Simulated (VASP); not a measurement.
# Al3BiO3 (P1) in VASP: relaxation of cell and atoms with PBE

Aim: the relaxation of cell and atoms of Al3BiO3 with PBE.

Everything below comes from runs of VASP 6.6.1. Logs are shortened: lines on timing, memory, paths and dates and some standing lists are left out, and cuts for length are marked.

## Step 1: Starting point

The typed cell holds 14 atoms: a = 9.495 Å, b = 2.974 Å, c = 9.572 Å, α = 88.14°, β = 111.82°, γ = 91.79°.

The cell was built by a generator and needn't be a form met in nature.

## Step 2: Relaxation of cell and atoms, PBE

INCAR reads:

```
ALGO = Fast
EDIFF = 1E-5
EDIFFG = -0.03
ENCUT = 520
GGA = PE
IBRION = 2
ISIF = 3
ISMEAR = 0
ISYM = 0
KPAR = 4
LASPH = T
LCHARG = F
LREAL = Auto
LWAVE = F
NELM = 80
NSW = 110
PREC = Normal
SIGMA = 0.15
```

KPOINTS reads:

```
k-points
0
Gamma
  3 7 3
```

POSCAR reads:

```
Al3BiO3
1.0
    9.4925858100     -0.1433655100     -0.1602555200
   -0.0472379400      2.9738688200      0.0353217400
   -3.4055709300      0.1509974000      8.9443666300
Al Bi O
6 2 6
Direct
    0.8098928200      0.7571304600      0.6864462000
    0.6767833100      0.2476090800      0.3581952900
    0.8653849200      0.7165058500      0.1684430200
    0.1913745200      0.2594727900      0.3186738200
    0.1418108200      0.2795793600      0.8345531200
    0.3231951400      0.7640587500      0.6429723400
    0.3595724200      0.2563123900      0.1314563400
    0.6401865800      0.7493866700      0.8676557500
    0.7785152100      0.2591373500      0.5581681400
    0.7637012900      0.7603368100      0.3001402900
    0.9806573400      0.2487813400      0.2261060400
    0.2210441700      0.7637680700      0.4330303400
    0.0122452400      0.7495107800      0.7730513700
    0.2410995200      0.2593803800      0.7002639400
```

Potentials or basis: VASP PAW PBE potentials, release 64 (Al, Bi_d, O).

Started as:

```bash
$ cat potpaw_PBE.64/Al/POTCAR potpaw_PBE.64/Bi_d/POTCAR potpaw_PBE.64/O/POTCAR > POTCAR
$ mpirun -np 4 vasp_std > vasp.out
```

OUTCAR:

```text
EDIFF = 1E-5
   EDIFFG = -0.03
   ENCUT = 520
   GGA = PE
   IBRION = 2
   ISIF = 3
   ISMEAR = 0
   ISYM = 0
   LASPH = T
   LREAL = Auto
   NELM = 80
   NSW = 110
   PREC = Normal

 ion  position               nearest neighbor table
   1  0.810  0.757  0.686-  13 1.79   9 1.86   9 1.90   8 2.77   2 3.23   5 3.28   5 3.30   2 3.32

   2  0.677  0.248  0.358-   9 1.80  10 1.88  10 1.89   7 2.99   1 3.23   3 3.25   1 3.32
   3  0.865  0.717  0.168-  11 1.74  10 1.86  11 1.87   8 2.88   4 3.21   2 3.25   4 3.28
   4  0.191  0.259  0.319-  12 1.77  12 1.84  11 1.86   7 2.81   6 3.21   3 3.21   6 3.28   3 3.28

   5  0.142  0.280  0.835-  13 1.82  14 1.86  13 1.94   7 2.83   6 3.23   1 3.28   1 3.30
   6  0.323  0.764  0.643-  14 1.83  14 1.88  12 1.88   8 2.98   4 3.21   5 3.23   4 3.28
   7  0.360  0.256  0.131-   4 2.81   5 2.83   2 2.99
   8  0.640  0.749  0.868-   1 2.77   3 2.88   6 2.98
   9  0.779  0.259  0.558-   2 1.80   1 1.86   1 1.90
  10  0.764  0.760  0.300-   3 1.86   2 1.88   2 1.89
  11  0.981  0.249  0.226-   3 1.74   4 1.86   3 1.87
  12  0.221  0.764  0.433-   4 1.77   4 1.84   6 1.88
  13  0.012  0.750  0.773-   1 1.79   5 1.82   5 1.94
  14  0.241  0.259  0.700-   6 1.83   5 1.86   6 1.88

IMPORTANT INFORMATION: All symmetrisations will be switched off!
NOSYMM: (Re-)initialisation of all symmetry stuff for point group C_1.

----------------------------------------------------------------------------------------

                                     Primitive cell

  volume of cell :     250.7810

  direct lattice vectors                    reciprocal lattice vectors
     9.492585810 -0.143365510 -0.160255520     0.106044877  0.001205126  0.040356282
    -0.047237940  2.973868820  0.035321740     0.005016790  0.336386761 -0.003768684
    -3.405570930  0.150997400  8.944366630     0.001880186 -0.001306816  0.112540158

  length of vectors
     9.495020846  2.974453699  9.571959464     0.113470691  0.336445276  0.112563449

  position of ions in fractional coordinates (direct lattice)
     0.809892820  0.757130460  0.686446200
     0.676783310  0.247609080  0.358195290
     0.865384920  0.716505850  0.168443020
     0.191374520  0.259472790  0.318673820
     0.141810820  0.279579360  0.834553120
     0.323195140  0.764058750  0.642972340
     0.359572420  0.256312390  0.131456340
     0.640186580  0.749386670  0.867655750
     0.778515210  0.259137350  0.558168140
     0.763701290  0.760336810  0.300140290
     0.980657340  0.248781340  0.226106040
     0.221044170  0.763768070  0.433030340
     0.012245240  0.749510780  0.773051370
     0.241099520  0.259380380  0.700263940

  ion indices of the primitive-cell ions
   primitive index   ion index
                 1           1
                 2           2
                 3           3
                 4           4
                 5           5
                 6           6
                 7           7
                 8           8
                 9           9
                10          10
                11          11
                12          12
                13          13
                14          14

----------------------------------------------------------------------------------------

 KPOINTS: k-points

Automatic generation of k-mesh.
 Grid dimensions read from file:
 generate k-points for:    3    7    3

 Generating k-lattice:

  Cartesian coordinates                     Fractional coordinates (reciprocal lattice)
     0.035348292  0.000401709  0.013452094     0.333333333  0.000000000 -0.000000000
     0.000716684  0.048055252 -0.000538383     0.000000000  0.142857143  0.000000000
     0.000626729 -0.000435605  0.037513386    -0.000000000  0.000000000  0.333333333

  Length of vectors
     0.037823564  0.048063611  0.037521150

  Shift w.r.t. Gamma in fractional coordinates (k-lattice)
     0.000000000  0.000000000  0.000000000

 Subroutine IBZKPT returns following result:
 ===========================================

 Found     32 irreducible k-points:

 Following reciprocal coordinates:
            Coordinates               Weight
  0.000000  0.000000  0.000000      1.000000
  0.333333  0.000000  0.000000      2.000000
  0.000000  0.142857  0.000000      2.000000
  0.333333  0.142857  0.000000      2.000000
 -0.333333  0.142857  0.000000      2.000000
  0.000000  0.285714  0.000000      2.000000
[... 16 lines left out ...]
 -0.333333  0.428571  0.333333      2.000000
 -0.000000 -0.428571  0.333333      2.000000
 [... further k-points ...]
   k-points           NKPTS =     32   k-points in BZ     NKDIM =     32   number of bands    NBANDS=     50
   number of dos      NEDOS =    301   number of ions     NIONS =     14
   total plane-waves  NPLWV =  52488
   dimension x,y,z NGX =    54 NGY =   18 NGZ =   54
   dimension x,y,z NGXF=   108 NGYF=   36 NGZF=  108
   ions per type =               6   2   6
   NGX,Y,Z   is equivalent  to a cutoff of   9.45, 10.06,  9.38 a.u.
   NGXF,Y,Z  is equivalent  to a cutoff of  18.91, 20.12, 18.76 a.u.
 SYSTEM =  unknown system
   PREC   = normal    normal or accurate (medium, high low for compatibility)
   ISTART =      0    job   : 0-new  1-cont  2-samecut
   ICHARG =      2    charge: 1-file 2-atom 10-const
   ISPIN  =      1    spin polarized calculation?
   LNONCOLLINEAR =      F non collinear calculations
   LSORBIT =      F    spin-orbit coupling
   LASPH  =      T    aspherical Exc in radial PAW
   ENCUT  =  520.0 eV  38.22 Ry    6.18 a.u.  17.65  5.53 17.80*2*pi/ulx,y,z
   NELM   =     80;   NELMIN=  2; NELMDL= -5     # of ELM steps
   EDIFF  = 0.1E-04   stopping-criterion for ELM
   LREAL  =      T    real-space projection
   EDIFFG = -.3E-01   stopping-criterion for IOM
   NSW    =    110    number of steps for IOM
   IBRION =      2    ionic relax: 0-MD 1-quasi-New 2-CG
   NFREE  =      1    steps in history (QN), initial steepest desc. (CG)
   ISIF   =      3    stress and relaxation
   ISYM   =      0    0-nonsym 1-usesym 2-fastsym
   POTIM  = 0.5000    time-step for ionic-motion
   TEBEG  =    0.0;   TEEND  =   0.0 temperature during run
   PSTRESS=    0.0 pullay stress
   NELECT =      84.0000    total number of electrons
   NUPDOWN=      -1.0000    fix difference up-down
   EMIN   =  10.00;   EMAX   =-10.00  energy-range for DOS
   EFERMI =   0.00;   METHOD = LEGACY
   ISMEAR =     0;   SIGMA  =   0.15  broadening in eV -4-tet -1-fermi 0-gaus
   EFERMI_NEDOS =   21; number of points for ismear=-14 and -15
   IALGO  =     68    algorithm
   IMIX   =      4    mixing-type and parameters
     AMIX     =   0.40;   BMIX     =  1.00
     AMIX_MAG =   1.60;   BMIX_MAG =  1.00
  volume/ion in A,a.u.               =      17.91       120.88
  Fermi-wavevector in a.u.,A,eV,Ry     =   1.136937  2.148499 17.587240  1.292626
  Thomas-Fermi vector in A             =   2.273642
   LORBIT       =      0    0 simple, 1 ext, 2 COOP (PROOUT), +10 PAW based schemes
   GGA     = PE    functional components
   LHFCALC =     F    Hartree Fock is set to
   AEXX    =    0.0000 exact exchange contribution
   IVDW    =     0    specifies the selected vdW correction
   LEPSILON=     F    determine dielectric tensor
   LRPA    =     F    only Hartree local field effects (RPA)
 conjugate gradient relaxation of ions
 non-spin polarized calculation
 RMM-DIIS sequential band-by-band and
 Gauss-broadening in eV      SIGMA  =   0.15
  energy-cutoff  :      520.00
  volume of cell :      250.78
 maximum number of plane-waves:      6789
   NGX = 35   NGY = 11   NGZ = 35

--------------------------------------- Ionic step        1  -------------------------------------------

 number of electron      84.0000048 magnetization

 Free energy of the ion-electron system (eV)
  ---------------------------------------------------
  ext. energy  EPLUGINS =         0.00000000
  ---------------------------------------------------
  free energy    TOTEN  =       -86.34816342 eV

  energy without entropy =      -86.31775939  energy(sigma->0) =      -86.33296141

------------------------ aborting loop because EDIFF is reached ----------------------------------------

  FORCE on cell =-STRESS in cart. coord.  units (eV):
  Direction    XX          YY          ZZ          XY          YZ          ZX
  --------------------------------------------------------------------------------------
  -------------------------------------------------------------------------------------
  Total       -5.0420194      9.7207914     -4.8808204      0.0604500     -2.8274256      2.2303232
  in kB      -32.2122063     62.1037161    -31.1823462      0.3861999    -18.0637183     14.2489798
  external PRESSURE =      -0.4302788 kB  Pullay stress =       0.0000000 kB
[... 125 lines left out ...]
  FREE ENERGIE OF THE ION-ELECTRON SYSTEM (eV)
  ---------------------------------------------------
  free  energy   TOTEN  =       -86.8828109207 eV

  energy  without entropy=      -86.8520594069  energy(sigma->0) =      -86.86743516

[... ionic steps 4 to 23 ...]

--------------------------------------- Ionic step       24  -------------------------------------------

 number of electron      84.0000027 magnetization

------------------------ aborting loop because EDIFF is reached ----------------------------------------

  FORCE on cell =-STRESS in cart. coord.  units (eV):
  Direction    XX          YY          ZZ          XY          YZ          ZX
  --------------------------------------------------------------------------------------
  -------------------------------------------------------------------------------------
  Total       -0.0360129     -0.0155865     -0.1089054     -0.0495095      0.0526396      0.0381352
  in kB       -0.2322329     -0.1005111     -0.7022883     -0.3192673      0.3394520      0.2459191
  external PRESSURE =      -0.3450108 kB  Pullay stress =       0.0000000 kB
[... 81 lines left out ...]
  energy  without entropy=      -86.9966578389  energy(sigma->0) =      -87.01170650

--------------------------------------- Ionic step       26  -------------------------------------------

 number of electron      84.0000028 magnetization

 Free energy of the ion-electron system (eV)
  ---------------------------------------------------
  ext. energy  EPLUGINS =         0.00000000
  ---------------------------------------------------
  free energy    TOTEN  =       -87.02716459 eV

  energy without entropy =      -86.99702711  energy(sigma->0) =      -87.01209585

 E-fermi :   6.1814     XC(G=0):  -9.1515

 val. band max:        6.1753098841   @ k =   0.3333   0.0000   0.0000
 cond. band min:       6.1829394169   @ k =   0.0000   0.1429   0.3333
 fundamental gap:      0.0076295328
 Fermi energy:         6.1814025319

 k-point     1 :       0.0000    0.0000    0.0000
  band No.  band energies     occupation
      1     -16.9413      2.00000
      2     -16.9380      2.00000
      3     -16.6700      2.00000
      4     -16.6655      2.00000
      5     -16.6442      2.00000
      6     -16.6399      2.00000
[... 1261 lines left out ...]
     49       9.0170      0.00000
     50       9.1254      0.00000

 [... further k-points ...]

------------------------ aborting loop because EDIFF is reached ----------------------------------------

  FORCE on cell =-STRESS in cart. coord.  units (eV):
  Direction    XX          YY          ZZ          XY          YZ          ZX
  --------------------------------------------------------------------------------------
  -------------------------------------------------------------------------------------
  Total        0.0184029     -0.0311441     -0.0302598     -0.0793820      0.0621055     -0.0268866
  in kB        0.1186539     -0.2008028     -0.1951016     -0.5118194      0.4004284     -0.1733528
  external PRESSURE =      -0.0924169 kB  Pullay stress =       0.0000000 kB
[... 29 lines left out ...]
  FREE ENERGIE OF THE ION-ELECTRON SYSTEM (eV)
  ---------------------------------------------------
  free  energy   TOTEN  =       -87.0271645856 eV

  energy  without entropy=      -86.9970271067  energy(sigma->0) =      -87.01209585

 reached required accuracy - stopping structural energy minimisation
```

It took 15 min on 4 MPI ranks of Intel Xeon Platinum 8488C (Sapphire Rapids), shared host; peak memory 0.4 GiB.

Results:

| Property | Result |
| --- | --- |
| Free energy | -87.0272 eV |
| Relaxed volume | 17.75 Å³/atom |
| Relaxed cell | a = 9.268 Å, b = 3.085 Å, c = 9.351 Å, α = 90.05°, β = 111.64°, γ = 89.93° |
| Space group after relaxing (to 0.05 Å) | P2_1/m (No. 11) |
| Energy gained by relaxing | 48.5 meV/atom |
| Ionic steps | 26 |
| Pressure after relaxing | 0.0 GPa |
| Largest force after relaxing | 0.022 eV/Å |
| Band gap on the k mesh | none (metal or under the smearing width) |

Forces on the atoms (eV/Å):
```
Al  -0.017 -0.001  0.000
Al   0.000 -0.008 -0.018
Al   0.018 -0.009 -0.007
Al   0.006  0.004 -0.001
Al  -0.009  0.006  0.016
Al  -0.006  0.012  0.017
Bi   0.000 -0.001 -0.001
Bi   0.005 -0.001  0.002
O   -0.008  0.009 -0.003
O    0.011  0.015 -0.005
O    0.003 -0.004  0.013
O   -0.003 -0.011  0.001
O    0.005  0.003 -0.009
O   -0.005 -0.014 -0.005
```

Stress tensor (GPa, compression positive):
```
 0.01 -0.05 -0.02
-0.05 -0.02  0.04
-0.02  0.04 -0.02
```

Step by step:
```
step  energy change (eV)  largest force (eV/Å)  pressure (GPa)  volume (Å³)
   1              0.0000                1.8421           -0.04       250.78
   2             -0.5157                1.1862           -0.46       250.36
   3             -0.5346                0.8743           -0.58       250.46
   4             -0.6376                0.3077            0.31       248.17
   5             -0.6384                0.2946            0.34       247.96
   6             -0.6594                0.2379           -0.33       248.79
   7             -0.6594                0.2339           -0.33       248.77
   8             -0.6684                0.1574            0.01       247.78
   9             -0.6695                0.1782            0.29       247.16
  10             -0.6723                0.0742           -0.04       247.85
  11             -0.6723                0.0632           -0.02       247.76
  12             -0.6736                0.0403            0.06       247.83
  13             -0.6737                0.0493            0.05       247.86
  14             -0.6745                0.0328            0.00       248.12
  15             -0.6747                0.0610           -0.11       248.42
  16             -0.6752                0.0485           -0.13       248.37
  17             -0.6757                0.0551           -0.07       248.23
  18             -0.6762                0.0456           -0.01       247.98
  19             -0.6764                0.0428            0.09       247.71
  20             -0.6769                0.0402            0.09       247.79
  21             -0.6771                0.0481            0.04       247.88
  22             -0.6777                0.0329            0.03       248.08
  23             -0.6780                0.0549           -0.05       248.38
  24             -0.6784                0.0487           -0.03       248.45
  25             -0.6786                0.0519           -0.02       248.53
  26             -0.6790                0.0222           -0.01       248.49
```

Final structure:
```
CELL_PARAMETERS angstrom
9.26730 0.00167 -0.14366
0.00321 3.08455 -0.00088
-3.31398 -0.00148 8.74441
ATOMIC_POSITIONS crystal
Al 0.80623 0.75447 0.67451
Al 0.67820 0.25587 0.35064
Al 0.86650 0.75639 0.16960
Al 0.19449 0.25529 0.32538
Al 0.13410 0.25475 0.83007
Al 0.32279 0.75493 0.64927
Bi 0.35836 0.25640 0.13597
Bi 0.64235 0.75059 0.86406
O 0.77515 0.25451 0.56141
O 0.76007 0.75533 0.29954
O 0.98380 0.25607 0.22210
O 0.22562 0.75570 0.43853
O 0.01685 0.75506 0.77754
O 0.24094 0.25562 0.70054
```

Caveat: spin-orbit coupling is left out, which moves the levels of the heavy elements.
